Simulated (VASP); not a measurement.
Consider the following.

```
CELL_PARAMETERS angstrom
      0.00000     1.81435     1.81435
      1.81435     0.00000     1.81435
      1.81435     1.81435     0.00000
ATOMIC_POSITIONS crystal
  Cu 0.00000 0.00000 0.00000
```

Method: PBE GGA, VASP's PBE PAW potentials (set 64) (plane waves; VASP). Settings: 480 eV cut-off, 16×16×16 Γ-centred mesh, first-order Methfessel-Paxton smearing of 0.10 eV, potentials Cu.

Energy and stress use the plane-wave basis of the starting cell.

The ions, cell shape and volume at an external pressure of 5.0 GPa are relaxed. Which structure does the run end with?

```
CELL_PARAMETERS angstrom
      0.00000     1.79656     1.79656
      1.79656     0.00000     1.79656
      1.79656     1.79656     0.00000
ATOMIC_POSITIONS crystal
  Cu 0.00000 0.00000 0.00000
```
Space group Fm-3m (225), at a tolerance of 0.03 Å.

How do energy and volume change from the first to the last step?

The energy (σ→0) changes by +5.7 meV/atom and the volume by -2.9 %, in 3 ionic steps.

```json
[
 {"step": "1", "E(σ→0) (eV)": "-3.7274", "max force (eV/Å)": "0.000", "pressure (GPa)": "0.40", "volume (Å³)": "11.95"},
 {"step": "2", "E(σ→0) (eV)": "-3.7119", "max force (eV/Å)": "0.000", "pressure (GPa)": "8.60", "volume (Å³)": "11.36"},
 {"step": "3", "E(σ→0) (eV)": "-3.7218", "max force (eV/Å)": "0.000", "pressure (GPa)": "5.00", "volume (Å³)": "11.60"}
]
```

The compound is Cu in the fcc structure. This run relaxes it under an external pressure of 5 GPa. Symmetry was kept, so distortions that lower it aren't found.
